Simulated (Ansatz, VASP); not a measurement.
**Two plane-wave programs on Mg2GaBi2**

```
Ga Mg Bi
1.0
     4.68053    0.00000    0.00000
    -2.34027    4.05346    0.00000
     0.00000    0.00000    7.58144
Ga Mg Bi
1 2 2
Direct
  0.00000 0.00000 0.00000
  0.33330 0.66670 0.63010
  0.66670 0.33330 0.36990
  0.33330 0.66670 0.24130
  0.66670 0.33330 0.75870
```

The cell was built by a generator and needn't be a form met in nature.

Alike in both runs: task single point; functional PBEsol; k mesh 5 × 5 × 3; no spin polarisation.

|  | VASP | Ansatz |
| --- | --- | --- |
| version | VASP 6.6.1 | Ansatz 0.2.0 |
| potentials or method | VASP PAW PBE potentials, release 64 (Ga_d, Mg, Bi_d) | PAW plane waves |
| plane-wave cutoff (eV) | 520 | 420 |
| occupations | fermi-dirac, width 0.1 eV | fermi-dirac |
| valence electrons in the cell | 47 | 63 |

Ansatz gave:

- gap on the k mesh at the Fermi level (eV): none
- pressure (GPa): 0.0
- largest component of the traceless stress (GPa): 0.54
- rms of the force components (eV/Å): 0.223

Problem. Estimate VASP's values.

Solution. gap on the k mesh at the Fermi level (eV): none; pressure (GPa): -0.1; largest component of the traceless stress (GPa): 0.53; rms of the force components (eV/Å): 0.219.

Atom by atom the forces differ by 0.004 eV/Å (rms over components). A gap of «none» marks a metal or a gap that the smearing closes. The two sets of potentials don't hold the same shells in valence. Ansatz warned: «structure_snapped_to_symmetry».

Caveats: the PAW data sets were made with another functional, which shifts forces and pressure a little (VASP); spin-orbit coupling is left out, which moves the levels of the heavy elements.
